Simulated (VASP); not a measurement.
VASP ran on this input.

INCAR:
```
SYSTEM = CaB2
PREC = Accurate
ENCUT = 520
EDIFF = 1E-6
NELM = 60
ALGO = Normal
LREAL = .FALSE.
LASPH = .TRUE.
ISMEAR = 1
SIGMA = 0.1
GGA = PE
LWAVE = .FALSE.
LCHARG = .FALSE.
ISIF = 2
IMIX = 1
AMIX = 1.2
BMIX = 0.0001
```

File POSCAR:
```
CaB2
1
    3.5644020000     0.0000000000     0.0000000000
   -1.7822010000     3.0868630000     0.0000000000
    0.0000000000     0.0000000000     3.8594000000
Ca B
1 2
Direct
  0.0000000000   0.0000000000   0.0000000000
  0.3333330000   0.6666670000   0.5000000000
  0.6666670000   0.3333330000   0.5000000000
```

**KPOINTS**
```
Automatic mesh
0
Gamma
8 8 6
0 0 0
```

POTCAR, in this order: Ca_sv B (PBE.64 set). Program: vasp_std.

The run wrote:

standard output:
```
...
DAV:  21    -0.204408656330E+04   -0.95670E+02   -0.26115E+04  1376   0.922E+02    0.158E+02
DAV:  22    -0.194836194505E+04    0.95725E+02   -0.25073E+04  1728   0.443E+02    0.168E+02
DAV:  23    -0.211180433477E+04   -0.16344E+03   -0.26335E+04  1368   0.104E+03    0.171E+02
DAV:  24    -0.191683469676E+04    0.19497E+03   -0.24400E+04  1700   0.458E+02    0.165E+02
DAV:  25    -0.204922748475E+04   -0.13239E+03   -0.26016E+04  1288   0.975E+02    0.163E+02
DAV:  26    -0.189636354889E+04    0.15286E+03   -0.24242E+04  1684   0.451E+02    0.170E+02
DAV:  27    -0.211641004299E+04   -0.22005E+03   -0.26660E+04  1304   0.104E+03    0.172E+02
DAV:  28    -0.191807258572E+04    0.19834E+03   -0.24613E+04  1656   0.457E+02    0.164E+02
DAV:  29    -0.208473234164E+04   -0.16666E+03   -0.26178E+04  1352   0.949E+02    0.162E+02
DAV:  30    -0.195959260304E+04    0.12514E+03   -0.25074E+04  1716   0.447E+02    0.158E+02
DAV:  31    -0.205130274734E+04   -0.91710E+02   -0.25998E+04  1368   0.901E+02    0.157E+02
DAV:  32    -0.196824522341E+04    0.83058E+02   -0.25563E+04  1740   0.448E+02    0.161E+02
DAV:  33    -0.209956748223E+04   -0.13132E+03   -0.26351E+04  1392   0.942E+02    0.162E+02
DAV:  34    -0.196786559131E+04    0.13170E+03   -0.25407E+04  1700   0.446E+02    0.160E+02
DAV:  35    -0.205941797229E+04   -0.91552E+02   -0.26206E+04  1372   0.936E+02    0.159E+02
DAV:  36    -0.193976360110E+04    0.11965E+03   -0.24949E+04  1724   0.438E+02    0.163E+02
DAV:  37    -0.209481022918E+04   -0.15505E+03   -0.26437E+04  1368   0.979E+02    0.164E+02
DAV:  38    -0.195798366970E+04    0.13683E+03   -0.25131E+04  1708   0.455E+02    0.161E+02
DAV:  39    -0.208053691265E+04   -0.12255E+03   -0.26419E+04  1364   0.939E+02    0.160E+02
DAV:  40    -0.196294696879E+04    0.11759E+03   -0.25240E+04  1700   0.441E+02    0.162E+02
DAV:  41    -0.206493688035E+04   -0.10199E+03   -0.25824E+04  1344   0.957E+02    0.163E+02
DAV:  42    -0.193963513391E+04    0.12530E+03   -0.24743E+04  1724   0.457E+02    0.174E+02
DAV:  43    -0.213611769526E+04   -0.19648E+03   -0.26865E+04  1316   0.108E+03    0.176E+02
DAV:  44    -0.188985016517E+04    0.24627E+03   -0.23926E+04  1680   0.456E+02    0.166E+02
DAV:  45    -0.209824463769E+04   -0.20839E+03   -0.26679E+04  1392   0.974E+02    0.165E+02
DAV:  46    -0.195731553789E+04    0.14093E+03   -0.25355E+04  1680   0.454E+02    0.155E+02
DAV:  47    -0.209815839135E+04   -0.14084E+03   -0.26654E+04  1484   0.887E+02    0.154E+02
DAV:  48    -0.205956676136E+04    0.38592E+02   -0.26602E+04  1756   0.428E+02    0.155E+02
DAV:  49    -0.209663333803E+04   -0.37067E+02   -0.26451E+04  1476   0.894E+02    0.155E+02
DAV:  50    -0.202208137871E+04    0.74552E+02   -0.26253E+04  1720   0.433E+02    0.151E+02
DAV:  51    -0.210449669268E+04   -0.82415E+02   -0.26613E+04  1524   0.843E+02    0.151E+02
DAV:  52    -0.206960020267E+04    0.34896E+02   -0.26714E+04  1720   0.421E+02    0.150E+02
DAV:  53    -0.211302752035E+04   -0.43427E+02   -0.26540E+04  1544   0.851E+02    0.150E+02
DAV:  54    -0.207326583876E+04    0.39762E+02   -0.26824E+04  1756   0.415E+02    0.149E+02
DAV:  55    -0.210598015833E+04   -0.32714E+02   -0.26445E+04  1560   0.841E+02    0.149E+02
DAV:  56    -0.208751879358E+04    0.18461E+02   -0.27182E+04  1768   0.412E+02    0.147E+02
DAV:  57    -0.209877171750E+04   -0.11253E+02   -0.26421E+04  1568   0.829E+02    0.147E+02
DAV:  58    -0.207961623256E+04    0.19155E+02   -0.27041E+04  1744   0.401E+02    0.146E+02
DAV:  59    -0.213300480405E+04   -0.53389E+02   -0.26876E+04  1628   0.816E+02    0.147E+02
DAV:  60    -0.213717744804E+04   -0.41726E+01   -0.27890E+04  1784   0.388E+02

 -----------------------------------------------------------------------------
|                                                                             |
|           W    W    AA    RRRRR   N    N  II  N    N   GGGG   !!!           |
|           W    W   A  A   R    R  NN   N  II  NN   N  G    G  !!!           |
|           W    W  A    A  R    R  N N  N  II  N N  N  G       !!!           |
|           W WW W  AAAAAA  RRRRR   N  N N  II  N  N N  G  GGG   !            |
|           WW  WW  A    A  R   R   N   NN  II  N   NN  G    G                |
|           W    W  A    A  R    R  N    N  II  N    N   GGGG   !!!           |
|                                                                             |
|     The electronic self-consistency was not achieved in the given           |
|     number of steps (NELM). The forces and other quantities evaluated       |
|     might not be reliable so examine the results carefully. If you find     |
|     spurious results, we suggest increasing NELM, if you were close to      |
|     convergence or switching to a different ALGO or adjusting the           |
|     density mixing parameters otherwise.                                    |
|                                                                             |
 -----------------------------------------------------------------------------

   1 F= -.21371774E+04 E0= -.21371777E+04  d E =0.740608E-03
```

OUTCAR:
```
------------------------ aborting loop EDIFF was not reached (unconverged)  ----------------------------
  FORCE on cell =-STRESS in cart. coord.  units (eV):
  Direction    XX          YY          ZZ          XY          YZ          ZX
  --------------------------------------------------------------------------------------
  Total     1013.8140347   1013.8142440    864.4028359      0.0000000      0.0000000     -0.0000000
  in kB    38251.1991932  38251.2070916  32613.9153016      0.0000000      0.0000000     -0.0000000
  external PRESSURE =   36372.1071955 kB  Pullay stress =       0.0000000 kB
  volume of cell :       42.46
      direct lattice vectors                 reciprocal lattice vectors
     3.564402000  0.000000000  0.000000000     0.280551969  0.161976738  0.000000000
    -1.782201000  3.086863000  0.000000000     0.000000000  0.323953476  0.000000000
     0.000000000  0.000000000  3.859400000     0.000000000  0.000000000  0.259107633
 POSITION                                       TOTAL-FORCE (eV/Angst)
 -----------------------------------------------------------------------------------
      0.00000      0.00000      0.00000         0.000000      0.000000      0.000000
     -0.00000      2.05791      1.92970        -0.000000     -0.000000      0.000000
      1.78220      1.02895      1.92970         0.000000      0.000000      0.000000
 -----------------------------------------------------------------------------------
    total drift:                               -0.000000     -0.000000      0.000000
  FREE ENERGIE OF THE ION-ELECTRON SYSTEM (eV)
  ---------------------------------------------------
  free  energy   TOTEN  =     -2137.1774480440 eV

  energy  without entropy=    -2137.1781886521  energy(sigma->0) =    -2137.17769491
```
(Selected blocks of OUTCAR.)

**Question.** Read input and log: which fault does this run have?
(A) IBRION is misspelt, so VASP ignores the line and takes its default
(B) the Γ-only program was given a k-mesh
(C) simple mixing (IMIX = 1) with AMIX above 1 overshoots
(D) POTIM is too large for the ionic optimiser

**Answer.** C, simple mixing (IMIX = 1) with AMIX above 1 overshoots. The run did not converge; its last values are not results. Against the sound run, the energy per atom (σ→0) falls by 707.378 eV/atom; the pressure increases by 3650.95 GPa.

To mend it, remove IMIX, remove AMIX, remove BMIX.

The mended run (PBE GGA, plane waves, VASP's PBE PAW potentials (set 64)) converges, and its OSZICAR ends with
```
   1 F= -.15043395E+02 E0= -.15042752E+02  d E =-.192977E-02
```

The structure was generated: CaB2 was put into the AlB2 type (P6/mmm), which need not be its known phase. The cell was not relaxed at this level.
